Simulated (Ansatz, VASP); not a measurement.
**Si3N4: VASP beside Ansatz**

Wanted: the spread between two codes on one cell, functional and k mesh. The structure shown is the end of the Ansatz relaxation below.

Calculated with Ansatz 0.2.0; plane waves, with VASP 6.6.1 beside it; single point at PBEsol.

## Step 1: Starting point

The structure is hexagonal, space group P6_3/m (No. 176). The conventional cell has a = 7.548 Å, b = 7.548 Å, c = 2.924 Å, α = 90.00°, β = 90.00°, γ = 120.00°. Si has 4 N at 1.72 to 1.74 Å nearest. N has 3 Si at 1.73 to 1.74 Å nearest. Nearest to N lie 3 Si at 1.72 Å. Farther neighbours and most contacts between anions are not listed.

As a file:

```xyz
14
Lattice="7.5479 0.0000 0.0000 -3.7740 6.5367 0.0000 0.0000 0.0000 2.9235" Properties=species:S:1:pos:R:3 pbc="T T T"
Si    5.1353    1.1267    0.7309
Si    1.5919    5.0107    2.1926
Si    4.0045    3.8839    0.7309
Si   -1.3613    5.4100    2.1926
Si    2.1821    1.5260    0.7309
Si   -0.2305    2.6528    2.1926
N    -1.0217    2.1551    0.7309
N     5.1707    0.1927    2.1926
N     2.4185    4.5743    0.7309
N     4.7957    4.3816    2.1926
N    -1.3967    6.3440    0.7309
N     1.3555    1.9624    2.1926
N     3.7740    2.1789    0.7309
N     0.0000    4.3578    2.1926
```

## Step 2: Ansatz: relaxation, PBEsol

Ansatz runs on its PAW soft_1 files.

This run makes the geometry at which the two programs are then compared.

input.yaml reads:

```yaml
crystal:
  lattice:
    - [7.54793919, 0.0, 0.0]
    - [-3.773969595, 6.5367070848, 0.0]
    - [0.0, 0.0, 2.927713512]
  atoms:
    - { symbol: Si, position: [0.7675545, 0.1739361, 0.25] }
    - { symbol: Si, position: [0.5936184, 0.7675545, 0.75] }
    - { symbol: Si, position: [0.8260639, 0.5936184, 0.25] }
    - { symbol: Si, position: [0.2324455, 0.8260639, 0.75] }
    - { symbol: Si, position: [0.4063816, 0.2324455, 0.25] }
    - { symbol: Si, position: [0.1739361, 0.4063816, 0.75] }
    - { symbol: "N", position: [0.0296121, 0.330005, 0.25] }
    - { symbol: "N", position: [0.6996071, 0.0296121, 0.75] }
    - { symbol: "N", position: [0.669995, 0.6996071, 0.25] }
    - { symbol: "N", position: [0.9703879, 0.669995, 0.75] }
    - { symbol: "N", position: [0.3003929, 0.9703879, 0.25] }
    - { symbol: "N", position: [0.330005, 0.3003929, 0.75] }
    - { symbol: "N", position: [0.6666667, 0.3333333, 0.25] }
    - { symbol: "N", position: [0.3333333, 0.6666667, 0.75] }
kpoints:
  mp_grid: { grid: [4, 4, 9] }
scf:
  occupations: { method: fermi_dirac, width: 0.02 }
hamiltonian:
  xc: pbesol
  pseudopotentials: { kind: paw, azcp: { folder: soft_1 }, xc_functional: pbe }
basis:
  ecutwfc: 600
output:
  forces: true
  stress: true
relax:
  f_tol: 0.005
  max_steps: 70
  cell: { stress_tol: 0.02, p_target: 0, fix: [a, b, alpha, beta, gamma] }
```

On the command line:

```
$ ansatz run input.yaml --threads 4 --pin off --max-ram 10240MiB --backend cpu --events-out ev --progress --plain --runs-dir out
```

Numbers of over 12 decimals in the logs are rounded to 6 here.

Output:

```text
Engine: ansatz 0.2.0, aarch64-unknown-linux-gnu
Pseudopotentials: kind: paw
Pseudopotential: Si, paw, valence charge 4, recommended cutoff 420 eV (normal), soft_1/Si.paw.azcp
Pseudopotential: N, paw, valence charge 5, recommended cutoff 420 eV (normal), soft_1/N.paw.azcp
Functional definition: PBEsol
  exchange = pbesol_x
  correlation = pbesol_c
Crystal: 14 atoms, lattice volume = 144.449 Å³
Basis set: ecut = 600 eV, 4751 PW (Γ), exchange–correlation on 128×128×48 points (8 copies of the dense FFT grid, shifted against one another)
Bands: 46, of which v1, the nominal top of the filled ones, is band 32 counted from 1 (31 counted from 0)
Symmetry: 12 space group operations
Space group: P63/m (ITA 176), of the structure as read, at distance tolerance 5.2e-5 Å
k-points: 20 of 144
Non-local potential: Si, projectors of the file, l = 0: 2, l = 1: 2, l = 2: 1
Non-local potential: N, projectors of the file, l = 0: 2, l = 1: 2, l = 2: 1
PAW form: soft (Blöchl's): semilocal exchange-correlation on the pseudo side does not see the compensation charge
PAW frozen core: Si, regenerated for the run's functional, and the local potential with it (the file was generated under x = pbe(κ = 0.804, μ = 0.219515), c = pbe(β = 0.066725))
PAW frozen core: N, regenerated for the run's functional, and the local potential with it (the file was generated under x = pbe(κ = 0.804, μ = 0.219515), c = pbe(β = 0.066725))
PAW one-centre angular grid: Si, 110 points (default); XC on 64 Gauss nodes
PAW one-centre angular grid: N, 110 points (default); XC on 64 Gauss nodes
Initial density: superposition of atomic densities (chi_scale 0.1, normalization cell, long waves kept (reshape's long-wave potential 0.02 eV rms))
Initial wavefunctions: pseudopotential atomic-orbital guess
Functional: x = pbesol(κ = 0.804, μ = 0.123457), c = pbesol(β = 0.046)
SCF iter   1: F=—  HF=-6784.671063 eV  |F-HF|=—  |Δ(HF+E_count)|=         —  Δρ=1.51e-1  dr2=3.41e1  ethr=3.10e-3  ⟨swp⟩=7.2  Hψ=4518  notcnv=0  defer=9
preconditioner: auto → Resta (q_TF=auto, 2.382 Å⁻¹)  ε∞=3.5  [insulator: Δε(μ)=5.959 eV  Ē_g=15.486 eV  σ=0.020 eV  W_gap=1.00  n_scr=32 (ndim 8)  ℏωp=24.7 eV  f_vac=0.008  D(μ)=0.00/eV (n_scr^D=0)  ε∞_Penn≈3.5]
SCF iter   2: F=—  HF=-6774.238022 eV  |F-HF|=—  |Δ(HF+E_count)|=    1.04e1  Δρ=4.90e-2  dr2=2.00e0  ethr=3.10e-3  ⟨swp⟩=4.1  Hψ=2487  notcnv=0  defer=164
SCF iter   3: F=—  HF=-6773.851292 eV  |F-HF|=—  |Δ(HF+E_count)|=   3.87e-1  Δρ=2.40e-2  dr2=4.57e-1  ethr=3.10e-3  ⟨swp⟩=1.1  Hψ=840  notcnv=0  defer=164
SCF iter   4: F=—  HF=-6773.781063 eV  |F-HF|=—  |Δ(HF+E_count)|=   7.02e-2  Δρ=2.27e-3  dr2=8.11e-3  ethr=7.14e-4  ⟨swp⟩=2.7  Hψ=1237  notcnv=0  defer=164
SCF iter   5: F=—  HF=-6773.784996 eV  |F-HF|=—  |Δ(HF+E_count)|=   3.93e-3  Δρ=1.45e-3  dr2=3.23e-3  ethr=1.27e-5  ⟨swp⟩=2.5  Hψ=1517  notcnv=0  defer=164
SCF iter   6: F=—  HF=-6773.785295 eV  |F-HF|=—  |Δ(HF+E_count)|=   2.99e-4  Δρ=3.77e-4  dr2=2.39e-4  ethr=5.05e-6  ⟨swp⟩=2.1  Hψ=1454  notcnv=0  defer=165
SCF iter   7: F=—  HF=-6773.785446 eV  |F-HF|=—  |Δ(HF+E_count)|=   1.51e-4  Δρ=8.39e-5  dr2=1.99e-5  ethr=3.74e-7  ⟨swp⟩=2.0  Hψ=1380  notcnv=0  defer=165
SCF iter   8: F=—  HF=-6773.785541 eV  |F-HF|=—  |Δ(HF+E_count)|=   9.51e-5  Δρ=2.08e-5  dr2=7.57e-7  ethr=3.11e-8  ⟨swp⟩=2.0  Hψ=1507  notcnv=0  defer=165
SCF iter   9: F=-6773.785542 eV  HF=-6773.785542 eV  |F-HF|=9.13e-9  |Δ(HF+E_count)|=   1.24e-6  Δρ=3.15e-6  dr2=1.74e-8  ethr=1.56e-10  ⟨swp⟩=5.4  Hψ=3393  notcnv=0
SCF 1 converged in 9 iterations: F = -6773.785542 eV  dr2 = 1.74e-8
  greatest PAW one-centre occupation: 0.794 electrons in one spin orbital (limit 2), on the N atom at site 13 (counted from 0), in its partial waves of l = 0
relax step   1: F+E_penalty+E_count = -6773.78554207 eV  Δ(F+E_penalty+E_count) = +0.000e0 eV  max|allowed force component| = 3.265e-1 eV/Å  Δτ_max = 0.0000 Å  P = +3.498 GPa  Ω = 144.449 Å³  fix = [a, b, alpha, beta, gamma]  reactions: a +6.192, b +6.192 GPa  (9 SCF iters, dr2 threshold 1.00e-7 eV, accepted)
[...]
relax step   3: F+E_penalty+E_count = -6773.79562378 eV  Δ(F+E_penalty+E_count) = -4.242e-3 eV  max|allowed force component| = 1.675e-2 eV/Å  Δτ_max = 0.0055 Å  P = +3.808 GPa  Ω = 144.218 Å³  energy of the carried Pulay correction = +3.019e-5 eV  fix = [a, b, alpha, beta, gamma]  reactions: a +5.650, b +5.650 GPa  (5 SCF iters, dr2 threshold 1.40e-6 eV, accepted)
[...]
relax step   4: F+E_penalty+E_count = -6773.79567646 eV  Δ(F+E_penalty+E_count) = -5.269e-5 eV  max|allowed force component| = 1.661e-2 eV/Å  Δτ_max = 0.0020 Å  P = +3.780 GPa  Ω = 144.217 Å³  energy of the carried Pulay correction = +3.033e-5 eV  fix = [a, b, alpha, beta, gamma]  reactions: a +5.622, b +5.622 GPa  (5 SCF iters, dr2 threshold 3.95e-8 eV, accepted)
[...]
relax step   5: F+E_penalty+E_count = -6773.79574416 eV  Δ(F+E_penalty+E_count) = -6.769e-5 eV  max|allowed force component| = 1.955e-3 eV/Å  Δτ_max = 0.0011 Å  P = +3.723 GPa  Ω = 144.243 Å³  energy of the carried Pulay correction = +2.700e-5 eV  fix = [a, b, alpha, beta, gamma]  reactions: a +5.586, b +5.586 GPa  (5 SCF iters, dr2 threshold 2.23e-8 eV, accepted)
[...]
relax step   6: F+E_penalty+E_count = -6773.79571806 eV  Δ(F+E_penalty+E_count) = +2.610e-5 eV  max|allowed force component| = 1.964e-3 eV/Å  Δτ_max = 0.0000 Å  P = +3.723 GPa  Ω = 144.243 Å³  fix = [a, b, alpha, beta, gamma]  reactions: a +5.586, b +5.586 GPa  stress off target by 2.91e-3 GPa on what of the cell is left free  SCF on the basis re-selected at this cell (its energy is not comparable with the rows above)  (6 SCF iters)
basis re-selected at this cell: Δ(F+E_penalty+E_count) = +2.610e-5 eV, ΔP = +0.000 GPa vs the last step (what re-selecting the basis moved, of the pressure what is left beyond the Pulay correction that the steps carried, after the strain that the cell walked since its last selection, with what the two solves' SCF thresholds leave and, on support functions, any second-order correction that the steps lacked; it is no m [...]
SCF converged after 6 iterations
Free energy (F): -6773.795718 eV
Harris-Foulkes:  -6773.795718 eV  (|F-HF|=1.82e-12)
Internal energy: -6773.795718 eV  (E = F + TS)
E sigma→0 (E₀):  -6773.795718 eV
Fermi energy:    10.329525 eV
--- Per-component energies (eV) ---
  E_band       = 63.407644
  E_kinetic    = 1333.230842
  E_local      = -2008.533317  (includes V_loc(G=0)·N_el)
  E_nonlocal   = 409.301135
  E_hartree    = 706.705540
  E_xc         = -820.990944
  E_vxc        = -905.637485  (∫ρ·V_xc dr)
  E_paw        = -3977.979532  (= ΣΔE_a)
  E_vpaw       = -178.364792  (= ΣTr[D̂ρ^β])
  E_aug_tail   = 0.000192  (compensation charges beyond the density's cutoff)
  E_ewald      = -2415.943790
  E_core_change = 0.414155  (= ΣΔE_core)
  E_smearing   = -0.000000  (= −TS)
  E_closure    = 0.000000  (closes the sum)
  Σ components = -6773.795718   (vs F -6773.795718, Δ=0.00e0)
--- Forces (eV/Å), atoms counted from 1 ---
  atom   1  Si    -0.00100001     0.00003717     0.00000000
  atom   2  Si    -0.00053219    -0.00084745     0.00000000
  atom   3  Si     0.00046781    -0.00088462     0.00000000
  atom   4  Si     0.00100001    -0.00003717     0.00000000
  atom   5  Si     0.00053219     0.00084745     0.00000000
  atom   6  Si    -0.00046781     0.00088462     0.00000000
  atom   7  N     -0.00160493     0.00114765     0.00000000
  atom   8  N     -0.00179636    -0.00081609     0.00000000
  atom   9  N     -0.00019143    -0.00196374     0.00000000
  atom  10  N      0.00160493    -0.00114765     0.00000000
  atom  11  N      0.00179636     0.00081609     0.00000000
  atom  12  N      0.00019143     0.00196374     0.00000000
  atom  13  N      0.00000000    -0.00000000     0.00000000
  atom  14  N     -0.00000000     0.00000000     0.00000000
  max |Σ_I F_I| component: 1.63e-19 eV/Å
--- Stress (GPa, compression-positive) ---
        5.586206       0.000001       0.000000
       -0.000001       5.586206       0.000000
        0.000000       0.000000      -0.002906
  P = ⅓ Tr σ = 3.7232 GPa (37.232 kbar)
--- Relaxed structure (5 steps of the walk, 5 accepted, 1 SCFs on fresh bases) ---
  F+E_penalty+E_count = -6773.79571806 eV   max|allowed force component| = 1.964e-3 eV/Å   (the final SCF, on the basis selected at the relaxed cell)
  cell:  # Å, volume = 144.2425 Å³
    - [7.547939, 0, 0.0]
    - [-3.773970, 6.536707, 0.0]
    - [0.0, 0.0, 2.923518]
  atoms:
    - { symbol: Si, position: [0.766543, 0.172371, 0.25] }
    - { symbol: Si, position: [0.594172, 0.766543, 0.750000] }
    - { symbol: Si, position: [0.827629, 0.594172, 0.25] }
    - { symbol: Si, position: [0.233457, 0.827629, 0.750000] }
    - { symbol: Si, position: [0.405828, 0.233457, 0.25] }
    - { symbol: Si, position: [0.172371, 0.405828, 0.750000] }
    - { symbol: N, position: [0.029478, 0.329690, 0.25] }
    - { symbol: N, position: [0.699788, 0.029478, 0.750000] }
    - { symbol: N, position: [0.670310, 0.699788, 0.25] }
    - { symbol: N, position: [0.970522, 0.670310, 0.750000] }
    - { symbol: N, position: [0.300212, 0.970522, 0.25] }
    - { symbol: N, position: [0.329690, 0.300212, 0.750000] }
    - { symbol: N, position: [0.666667, 0.333333, 0.25] }
    - { symbol: N, position: [0.333333, 0.666667, 0.750000] }
```

(Part 1 of 3 ends here.)

[Lines on the potential files, build, host, timing and source positions are cut from VASP's logs without a mark.]

[Logs are printed without paths, hosts, clocks, repeated set-up lines and the standing remarks that a program may print on its own settings, such as how far it seeks lower states.]

[Hosts, paths, dates, database ids (printed as entryN), source tags and the programs' standing remarks are cut or masked in the printed files.]
